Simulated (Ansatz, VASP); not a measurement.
# Cross-check of Hf (Hafnium) between VASP and Ansatz, part 2 of 2

One calculation is typed for both programs; each brings its own data sets. How far apart do they land? The cell is taken from a series of runs on this material, whose earlier steps may have relaxed, scaled, displaced or heated it; both programs get it as it stands.

VASP 6.6.1 and Ansatz 0.2.0.

So far: Set-up; VASP: zone-centre phonons, LDA.

## (3) Ansatz: zone-centre phonons, LDA

Level of this step: Ansatz beside VASP: Kohn-Sham DFT, plane waves, LDA (Ansatz).

Ansatz runs on its PAW soft_1 files.

The same cell, functional (in two slightly different forms), mesh and smearing now go to Ansatz, which takes its cutoff from its data sets.

File input.yaml:

```yaml
crystal:
  lattice:
    - [3.2454371568, 0.0, 0.0]
    - [-1.6227185784, 2.8106310242, 0.0]
    - [0.0, 0.0, 4.8026758106]
  atoms:
    - { symbol: Hf, position: [0.3333333333, 0.6666666667, 0.25] }
    - { symbol: Hf, position: [0.6666666667, 0.3333333333, 0.75] }
kpoints:
  mp_grid: { grid: [15, 15, 8] }
hamiltonian:
  xc: lda
  pseudopotentials: { kind: paw, azcp: { folder: soft_1 }, xc_functional: pbe }
scf:
  occupations: { method: methfessel_paxton, width: 0.2 }
output:
  eigenvalues: true
phonons:
  method: dfpt
```

Launch:

```console
$ ansatz run input.yaml --threads 4 --pin off --max-ram 10240MiB --backend cpu --events-out ev --progress --plain --runs-dir out
```

Numbers of over 12 decimals in the logs are rounded to 6 here.

Output:

```text
zone centre: on kpoints.mp_grid the ground state, and the responses unless they are solved on pairs of k-points, stand on 320 of the mesh's 1800 k-points, reduced under 4 symmetry operations, with k and −k counted as one. Each operation leaves every solved displacement unchanged or reverses it
Engine: ansatz 0.2.0, aarch64-unknown-linux-gnu
Pseudopotentials: kind: paw
Pseudopotential: Hf, paw, valence charge 26, recommended cutoff 420 eV (normal), soft_1/Hf.paw.azcp
Functional definition: SPW92
  exchange = slater_x
  correlation = pw_c
Crystal: 2 atoms, lattice volume = 43.809 Å³
Basis set: ecut = 420 eV, 869 PW (Γ), exchange–correlation on 48×48×72 points (8 copies of the dense FFT grid, shifted against one another)
Bands: 32, of which v1, the nominal top of the filled ones, is band 26 counted from 1 (25 counted from 0)
Symmetry: 24 space group operations
k-points: 320 of 1800 (irreducible under 4 space group operations, time reversal used)
Non-local potential: Hf, projectors of the file, l = 0: 3, l = 1: 2, l = 2: 2, l = 3: 3
PAW form: soft (Blöchl's): semilocal exchange-correlation on the pseudo side does not see the compensation charge
PAW frozen core: Hf, regenerated for the run's functional, and the local potential with it (the file was generated under x = pbe(κ = 0.804, μ = 0.219515), c = pbe(β = 0.066725))
PAW one-centre angular grid: Hf, 590 points (default); XC on 64 Gauss nodes
Initial density: superposition of atomic densities (chi_scale 0.1, normalization cell)
Initial wavefunctions: pseudopotential atomic-orbital guess
Functional: x = slater, c = lda
SCF iter   1: F=—  HF=-30955.134508 eV  |F-HF|=—  |Δ(HF+E_count)|=         —  Δρ=3.35e-2  dr2=6.02e-1  ethr=3.10e-3  ⟨swp⟩=5.3  Hψ=35769  notcnv=0
preconditioner: auto → Kerker (q_TF=auto, 2.807 Å⁻¹)  [metal: Δε(μ)=0.042 eV  Ē_g=16.951 eV  σ=0.200 eV  W_gap=0.18  n_scr=22 (ndim 8)  ℏωp=38.9 eV  f_vac=0.000  D(μ)=1.04/eV (n_scr^D=2)]
SCF iter   2: F=—  HF=-30954.998776 eV  |F-HF|=—  |Δ(HF+E_count)|=   1.36e-1  S|Δr|=    0.00e0  Δρ=2.12e-2  dr2=2.42e-1  ethr=1.16e-3  ⟨swp⟩=2.0  Hψ=15502  notcnv=0  defer=40
SCF iter   3: F=—  HF=-30954.939627 eV  |F-HF|=—  |Δ(HF+E_count)|=   5.91e-2  S|Δr|=    0.00e0  Δρ=7.78e-3  dr2=3.10e-2  ethr=4.65e-4  ⟨swp⟩=2.0  Hψ=16332  notcnv=0  defer=52
SCF iter   4: F=—  HF=-30954.900358 eV  |F-HF|=—  |Δ(HF+E_count)|=   3.93e-2  S|Δr|=    0.00e0  Δρ=3.07e-3  dr2=2.20e-3  ethr=5.97e-5  ⟨swp⟩=2.1  Hψ=18646  notcnv=0  defer=52
SCF iter   5: F=—  HF=-30954.901325 eV  |F-HF|=—  |Δ(HF+E_count)|=   9.67e-4  S|Δr|=    0.00e0  Δρ=7.35e-4  dr2=2.50e-4  ethr=4.23e-6  ⟨swp⟩=2.5  Hψ=17214  notcnv=0  defer=52
SCF iter   6: F=—  HF=-30954.901528 eV  |F-HF|=—  |Δ(HF+E_count)|=   2.03e-4  S|Δr|=    0.00e0  Δρ=1.82e-4  dr2=1.45e-5  ethr=4.80e-7  ⟨swp⟩=2.2  Hψ=18725  notcnv=0  defer=52
SCF iter   7: F=—  HF=-30954.901543 eV  |F-HF|=—  |Δ(HF+E_count)|=   1.51e-5  S|Δr|=    0.00e0  Δρ=4.21e-5  dr2=1.01e-6  ethr=2.79e-8  ⟨swp⟩=2.8  Hψ=19582  notcnv=0  defer=52
SCF iter   8: F=—  HF=-30954.901544 eV  |F-HF|=—  |Δ(HF+E_count)|=   4.18e-7  S|Δr|=    0.00e0  Δρ=8.16e-6  dr2=3.88e-8  ethr=1.94e-9  ⟨swp⟩=2.8  Hψ=18537  notcnv=0  defer=118
SCF iter   9: F=—  HF=-30954.901544 eV  |F-HF|=—  |Δ(HF+E_count)|=   1.28e-8  S|Δr|=    0.00e0  Δρ=1.71e-6  dr2=1.16e-9  ethr=7.47e-11  ⟨swp⟩=2.6  Hψ=18309  notcnv=0  defer=118
SCF iter  10: F=—  HF=-30954.901544 eV  |F-HF|=—  |Δ(HF+E_count)|=  7.28e-11  S|Δr|=    0.00e0  Δρ=3.12e-7  dr2=3.10e-11  ethr=2.23e-12  ⟨swp⟩=3.0  Hψ=19976  notcnv=0  defer=118
SCF iter  11: F=-30954.901544 eV  HF=-30954.901544 eV  |F-HF|=0.00e0  |Δ(HF+E_count)|=  1.46e-11  S|Δr|=    0.00e0  Δρ=9.36e-8  dr2=2.06e-12  ethr=1.00e-12  ⟨swp⟩=12.3  Hψ=73983  notcnv=0
SCF 1 converged in 11 iterations: F = -30954.901544 eV  dr2 = 2.06e-12
  Residual-converged pass: ⟨swp⟩=1.0  Hψ=11524  notcnv=0  max |occ|·‖R‖ = 7.1e-9 eV (tolerance 1.0e-8 eV)  dr2=2.06e-12  dr2_onsite=1.29e-12  max |Δocc| = 2.4e-11
  greatest PAW one-centre occupation: 0.998 electrons in one spin orbital (limit 2), on the Hf atom at site 1 (counted from 0), in its partial waves of l = 3
DFPT response loops at Γ: preconditioner auto → Kerker (q_TF=auto, 2.807 Å⁻¹) (partly filled bands, converged f_vac=0.000); β = 1.00, the filter's whole step (`scf.mixing.beta` (0.50) is not read by the response loops under this deck's `scf.mixing.preconditioner`; to damp them name `kerker` or `kerker_dos`, under which they read `scf.mixing.beta`, and type it under 1.00, their step now; both keys bind the ground state too); Broyden in place of MSR1
SCF converged after 11 iterations
Stability not checked: this state was not tested for a lower state beside it, because cold or Methfessel-Paxton smearing, or corrected tetrahedra, fill the levels in a way that the test cannot read (fill_not_monotonic; see scf.lower_state_search)
Free energy (F): -30954.901544 eV
Harris-Foulkes:  -30954.901544 eV  (|F-HF|=0.00e0)
Internal energy: -30954.908694 eV  (E = F + TS)
E sigma→0 (E₀):  -30954.903331 eV
Entropy (-TS):   0.007150 eV (3.575 meV/atom)
Fermi energy:    18.288717 eV
--- Per-component energies (eV) ---
  E_band       = -14.150816
  E_kinetic    = 820.901230
  E_local      = -12567.498967  (includes V_loc(G=0)·N_el)
  E_nonlocal   = 142.899988
  E_hartree    = 6115.708981
  E_xc         = -529.411448
  E_vxc        = -510.661903  (∫ρ·V_xc dr)
  E_paw        = -14907.033211  (= ΣΔE_a)
  E_vpaw       = -131.209349  (= ΣTr[D̂ρ^β])
  E_aug_tail   = 0.000229  (compensation charges beyond the density's cutoff)
  E_ewald      = -10035.389671
  E_core_change = 4.914176  (= ΣΔE_core)
  E_smearing   = 0.007150  (= −TS)
  E_closure    = 0.000000  (closes the sum)
  Σ components = -30954.901544   (vs F -30954.901544, Δ=0.00e0)
--- Band table (eV; the first three rows and the last of 320) ---
  k-point 0: bands = [... 22 lower, 10.8294, 14.5955, 19.1953, 19.1953, 19.6878, 20.2133, 20.2133, 20.2875, ... 2 higher]
  k-point 1: bands = [... 22 lower, 10.9938, 14.5579, 19.0300, 19.0300, 19.3763, 20.0329, 20.0329, 20.1381, ... 2 higher]
  k-point 2: bands = [... 22 lower, 11.4681, 14.3623, 18.8029, 18.8288, 18.8288, 19.6327, 19.6327, 19.7306, ... 2 higher]
  k-point 319: bands = [... 22 lower, 15.3055, 15.3055, 17.4815, 17.4815, 18.2238, 18.2238, 20.3985, 20.3985, ... 2 higher]
--- Phonons (Γ-DFPT): 2 representative perturbations + reference, on 320 of 1800 k-points (Σ response iterations 6) ---
  k mesh reduced under 4 symmetry operations, with k and −k counted as one. Each operation leaves every solved displacement unchanged or reverses it
  ASR residual: 3.430e-5 → 0.000e0 eV/Å²; symmetrization residual: 3.773e-12 eV/Å²
  ASR residual per site (eV/Å²): 3.43e-5 3.43e-5
  Γ frequencies (cm⁻¹): 0.00 0.00 0.00 82.57 82.57 133.24
  non-analytic LO–TO correction: not included (Born effective charges unavailable; polar crystals: no LO–TO splitting at Γ)
```

In the SCF lines HF is the Harris–Foulkes energy and dr2 the Hartree energy of the density residual, in eV; the loop may stop once dr2 is under the threshold and the program's other checks hold. Hψ counts applications of the Hamiltonian.

## (4) Comparison

Known differences besides the potentials themselves: the two LDA forms differ slightly; the data sets hold 52 valence electrons in Ansatz (on its PAW soft_1 files) and 20 in VASP; the cutoff is 420 eV in Ansatz and 500 eV in VASP; VASP's log shows a relativistic correction to its local exchange, Ansatz's none. Total energies have different zeros and are not compared.

Both answers:

```csv
quantity,Ansatz,VASP,difference
optical mode 1 to 2 (cm⁻¹),82.6,82.1,+0.56 %
optical mode 3 (cm⁻¹),133.2,132.4,+0.63 %
```

Modes are paired by rising frequency, not by their patterns, so a pair may set unlike modes beside each other; they are those without the splitting of longitudinal modes.

## (5) Summary of results

| Quantity | Value |
| --- | --- |
| r.m.s. difference of the optical zone-centre modes, each program's sorted by frequency (zone-centre phonons, LDA) | 0.61 cm⁻¹ |
| difference in optical mode 3 (zone-centre phonons, LDA) | +0.6 % |

The r.m.s. difference of the optical zone-centre modes, each program's sorted by frequency is 0.61 cm⁻¹ (zone-centre phonons, LDA). The data sets hold unlike numbers of valence electrons (52 in Ansatz and 20 in VASP), so part of the differences comes from the potentials. Among the rows given in per cent, the largest difference of the zone-centre phonons, LDA pair is in optical mode 3, +0.6 %. How closely two codes agree says nothing of how well the functional describes the real material.

[Lines on the potential files, build, host, timing and source positions are cut from VASP's logs without a mark.]

[Logs are printed without paths, hosts, clocks, repeated set-up lines and the standing remarks that a program may print on its own settings, such as how far it seeks lower states.]

[Hosts, paths, dates, database ids (printed as entryN), source tags and the programs' standing remarks are cut or masked in the printed files.]
